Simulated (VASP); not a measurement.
Output of a VASP run:

OUTCAR:
```
 ion  position               nearest neighbor table
   1  0.000  0.000  0.000-   3 2.40   3 2.40   3 2.40   2 2.40   3 2.40   2 2.40   2 2.40   2 2.40
  LATTYP: Found a face centered cubic cell.
 ALAT       =     5.5526904620
 Subroutine PRICEL returns:
 Original cell was already a primitive cell.
 Subroutine GETGRP returns: Found 48 space group operations
The static configuration has the point symmetry O_h .
The dynamic configuration has the point symmetry O_h .
 Subroutine INISYM returns: Found 48 space group operations
 Subroutine IBZKPT returns following result:
 Found     20 irreducible k-points:

 Following reciprocal coordinates:
            Coordinates               Weight
  0.000000  0.000000  0.000000      1.000000
  0.142857  0.000000  0.000000      8.000000
  0.285714  0.000000  0.000000      8.000000
  0.428571  0.000000  0.000000      8.000000
  0.142857  0.142857  0.000000      6.000000
  0.285714  0.142857  0.000000     24.000000
  0.428571  0.142857  0.000000     24.000000
 -0.428571  0.142857  0.000000     24.000000
 -0.285714  0.142857  0.000000     24.000000
 -0.142857  0.142857  0.000000     12.000000
  0.285714  0.285714  0.000000      6.000000
  0.428571  0.285714  0.000000     24.000000
 -0.428571  0.285714  0.000000     24.000000
 -0.285714  0.285714  0.000000     12.000000
  0.428571  0.428571  0.000000      6.000000
 -0.428571  0.428571  0.000000     12.000000
  0.428571  0.285714  0.142857     24.000000
 -0.428571  0.285714  0.142857     48.000000
 -0.428571  0.428571  0.142857     24.000000
 -0.285714  0.428571  0.142857     24.000000
   k-points           NKPTS =     20   k-points in BZ     NKDIM =     20   number of bands    NBANDS=     16
   number of dos      NEDOS =    301   number of ions     NIONS =      3
   total plane-waves  NPLWV =  27000
   dimension x,y,z NGX =    30 NGY =   30 NGZ =   30
   dimension x,y,z NGXF=    60 NGYF=   60 NGZF=   60
   ions per type =               1   2
   PREC   = accura    normal or accurate (medium, high low for compatibility)
   ISTART =      0    job   : 0-new  1-cont  2-samecut
   ICHARG =      2    charge: 1-file 2-atom 10-const
   ISPIN  =      1    spin polarized calculation?
   LNONCOLLINEAR =      F non collinear calculations
   LSORBIT =      F    spin-orbit coupling
   INIWAV =      1    electr: 0-lowe 1-rand  2-diag
   ENCUT  =  520.0 eV  38.22 Ry    6.18 a.u.   7.30  7.30  7.30*2*pi/ulx,y,z
   NELM   =    100;   NELMIN=  2; NELMDL= -5     # of ELM steps
   EDIFF  = 0.1E-06   stopping-criterion for ELM
   LREAL  =      F    real-space projection
   NLSPLINE    = F    spline interpolate recip. space projectors
   LMAXMIX     =    6 max onsite mixed and CHGCAR
   VOSKOWN=      0    Vosko Wilk Nusair interpolation
   EDIFFG = 0.1E-05   stopping-criterion for IOM
   NSW    =      0    number of steps for IOM
   NBLOCK =      1;   KBLOCK =      1    inner block; outer block
   IBRION =     -1    ionic relax: 0-MD 1-quasi-New 2-CG
   NFREE  =      0    steps in history (QN), initial steepest desc. (CG)
   ISIF   =      2    stress and relaxation
   ISYM   =      2    0-nonsym 1-usesym 2-fastsym
   TEIN   =    0.0    initial temperature
   TEBEG  =    0.0;   TEEND  =   0.0 temperature during run
   SMASS  =  -3.00    Nose mass-parameter (am)
   PSTRESS=    0.0 pullay stress
   NELECT =      24.0000    total number of electrons
   EFERMI =   0.00;   METHOD = LEGACY
   ISMEAR =     0;   SIGMA  =   0.05  broadening in eV -4-tet -1-fermi 0-gaus
   IALGO  =     38    algorithm
   LDIAG  =      T    sub-space diagonalisation (order eigenvalues)
   IMIX   =      4    mixing-type and parameters
     AMIX     =   0.40;   BMIX     =  1.00
     AMIX_MAG =   1.60;   BMIX_MAG =  1.00
     AMIN     =   0.10
   METAGGA = TPSS    functional components
   VOSKOWN =     0    Vosko Wilk Nusair interpolation
   LHFCALC =     F    Hartree Fock is set to
   LHFONE  =     F    Hartree Fock one center treatment
   AEXX    =    0.0000 exact exchange contribution
...
```

File OSZICAR:
```
       N       E                     dE             d eps       ncg     rms          rms(c)
DAV:   1     0.226225584661E+03    0.22623E+03   -0.11449E+04   648   0.192E+03
DAV:   2     0.222276407770E+02   -0.20400E+03   -0.19880E+03   888   0.308E+02
DAV:   3    -0.168229056194E+02   -0.39051E+02   -0.37135E+02   880   0.141E+02
DAV:   4    -0.181949298761E+02   -0.13720E+01   -0.13719E+01   856   0.319E+01
DAV:   5    -0.182628315884E+02   -0.67902E-01   -0.67895E-01  1056   0.648E+00    0.348E+01
DAV:   6    -0.399048896395E+02   -0.21642E+02   -0.14848E+02   696   0.140E+02    0.154E+01
DAV:   7    -0.382339641592E+02    0.16709E+01   -0.15211E+01   960   0.366E+01    0.688E+00
DAV:   8    -0.388168313074E+02   -0.58287E+00   -0.17533E+01   960   0.425E+01    0.950E+00
DAV:   9    -0.378789241441E+02    0.93791E+00   -0.69098E+00   856   0.182E+01    0.441E+00
DAV:  10    -0.380977128965E+02   -0.21879E+00   -0.13897E+00  1000   0.903E+00    0.386E+00
DAV:  11    -0.379543140190E+02    0.14340E+00   -0.12301E+00   944   0.878E+00    0.163E+00
DAV:  12    -0.379440304949E+02    0.10284E-01   -0.19374E-01   792   0.381E+00    0.673E-01
DAV:  13    -0.379564399916E+02   -0.12409E-01   -0.29764E-02   840   0.200E+00    0.796E-01
DAV:  14    -0.379559251534E+02    0.51484E-03   -0.17924E-02   880   0.143E+00    0.416E-01
DAV:  15    -0.379596838017E+02   -0.37586E-02   -0.53630E-02   920   0.163E+00    0.463E-01
DAV:  16    -0.379572706005E+02    0.24132E-02   -0.21515E-02   952   0.115E+00    0.784E-02
DAV:  17    -0.379574543125E+02   -0.18371E-03   -0.36113E-04   944   0.162E-01    0.834E-02
DAV:  18    -0.379574138619E+02    0.40451E-04   -0.89224E-05  1000   0.864E-02    0.603E-02
DAV:  19    -0.379574333802E+02   -0.19518E-04   -0.27947E-04   872   0.157E-01    0.862E-03
DAV:  20    -0.379574446436E+02   -0.11263E-04   -0.13104E-05   760   0.406E-02    0.569E-03
DAV:  21    -0.379574460462E+02   -0.14026E-05   -0.51514E-06  1024   0.197E-02    0.157E-03
DAV:  22    -0.379574452433E+02    0.80293E-06   -0.11946E-06   712   0.995E-03    0.349E-03
DAV:  23    -0.379574459168E+02   -0.67353E-06   -0.43843E-07   736   0.588E-03    0.817E-04
DAV:  24    -0.379574456601E+02    0.25672E-06   -0.47206E-08   424   0.279E-03    0.803E-04
DAV:  25    -0.379574457449E+02   -0.84833E-07   -0.10356E-08   400   0.137E-03
   1 F= -.37957446E+02 E0= -.37957446E+02  d E =-.188314E-13
```

OUTCAR:
```
------------------------ aborting loop because EDIFF is reached ----------------------------------------
  FORCE on cell =-STRESS in cart. coord.  units (eV):
  Direction    XX          YY          ZZ          XY          YZ          ZX
  --------------------------------------------------------------------------------------
  Total       -2.5113588     -2.5113588     -2.5113588      0.0000000      0.0000000      0.0000000
  in kB      -94.0088957    -94.0088957    -94.0088957      0.0000000      0.0000000      0.0000000
  external PRESSURE =     -94.0088957 kB  Pullay stress =       0.0000000 kB
  volume of cell :       42.80
      direct lattice vectors                 reciprocal lattice vectors
     0.000000000  2.776345231  2.776345231    -0.180092877  0.180092877  0.180092877
     2.776345231  0.000000000  2.776345231     0.180092877 -0.180092877  0.180092877
     2.776345231  2.776345231  0.000000000     0.180092877  0.180092877 -0.180092877
 POSITION                                       TOTAL-FORCE (eV/Angst)
 -----------------------------------------------------------------------------------
      0.00000      0.00000      0.00000        -0.000000      0.000000      0.000000
      1.38817      1.38817      1.38817        -0.000000     -0.000000     -0.000000
      4.16452      4.16452      4.16452         0.000000      0.000000      0.000000
 -----------------------------------------------------------------------------------
    total drift:                                0.000000     -0.000000      0.000000
  FREE ENERGIE OF THE ION-ELECTRON SYSTEM (eV)
  ---------------------------------------------------
  free  energy   TOTEN  =       -37.9574457449 eV

  energy  without entropy=      -37.9574457449  energy(sigma->0) =      -37.95744574
```
(Selected blocks of OUTCAR.)

POSCAR:
```
CeO2
1
    0.0000000000     2.7763452310     2.7763452310
    2.7763452310     0.0000000000     2.7763452310
    2.7763452310     2.7763452310     0.0000000000
Ce O
1 2
Direct
  0.0000000000   0.0000000000   0.0000000000
  0.2500000000   0.2500000000   0.2500000000
  0.7500000000   0.7500000000   0.7500000000
```

Problem. Write an INCAR and KPOINTS that could have produced this output.

Solution. Several could match; the one computed here: the input of the run itself, TPSS meta-GGA, plane waves, VASP's PBE PAW potentials (set 64).

KPOINTS:
```
Automatic mesh
0
Gamma
7 7 7
0 0 0
```

### INCAR
```
ALGO = Normal
EDIFF = 1E-7
ENCUT = 520
ISIF = 2
ISMEAR = 0
LASPH = .TRUE.
LCHARG = .FALSE.
LMAXMIX = 6
LMIXTAU = .TRUE.
LREAL = .FALSE.
LWAVE = .FALSE.
METAGGA = TPSS
NELM = 100
PREC = Accurate
SIGMA = 0.05
SYSTEM = CeO2
```

POTCAR, in this order: Ce O (PBE.64 set). Program: vasp_std.

The compound is CeO2 in the fluorite structure. This cell is one point of a volume scan, at 1.06 of the reference volume. The run is not spin-polarised, so no magnetic state was tried.
